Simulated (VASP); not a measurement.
VASP input:

**INCAR**
```
! general
SYSTEM  =  Ge
PREC    =  Normal
ENCUT   =  500
LREAL   =  .False.
LASPH   =  .True.

! electronic loop
EDIFF   =  1E-8
NELM    =  100
ALGO    =  Normal

! smearing
ISMEAR  =  0
SIGMA   =  0.01

! functional
GGA     =  PE

! output
LWAVE   =  .True.
LCHARG  =  .False.
```

POSCAR:
```
Ge
1
    0.0000000000     2.8290000000     2.8290000000
    2.8290000000     0.0000000000     2.8290000000
    2.8290000000     2.8290000000     0.0000000000
Ge
2
Direct
  0.0000000000   0.0000000000   0.0000000000
  0.2500000000   0.2500000000   0.2500000000
```

**KPOINTS**
```
Regular mesh
0
G
  4 4 4
0 0 0
```

POTCAR, in this order: Ge_d_GW (PBE.64 set). Program: vasp_std.

Q: Write an equivalent input for Ansatz.

A: One equivalent input (not run):
Ansatz 0.2 input:
```yaml
crystal:
  lattice:
    - [0.0000000, 2.8290000, 2.8290000]
    - [2.8290000, 0.0000000, 2.8290000]
    - [2.8290000, 2.8290000, 0.0000000]
  atoms:
    - { symbol: Ge, position: [0.0000000, 0.0000000, 0.0000000] }
    - { symbol: Ge, position: [0.2500000, 0.2500000, 0.2500000] }
kpoints:
  mp_grid: { grid: [4, 4, 4] }
hamiltonian:
  xc: pbe
  pseudopotentials: { kind: paw }
scf:
  occupations: { method: gaussian, width: 0.01 }
  max_iter: 100
output: { forces: true, stress: true, eigenvalues: true }
```
The two are equivalent in intent, not identical: each code has its own PAW files, so the cut-off isn't converted (ENCUT is set for VASP's; basis.ecutwfc is left out, and Ansatz then takes the one that its files recommend); Ansatz stops its SCF on the density residual and VASP on the energy change (EDIFF).

The compound is Ge in the diamond structure. The cell was not relaxed at this level. The k-mesh is coarse (spacing up to 0.48 per Å, 2π included), so the numbers may not be converged in it.
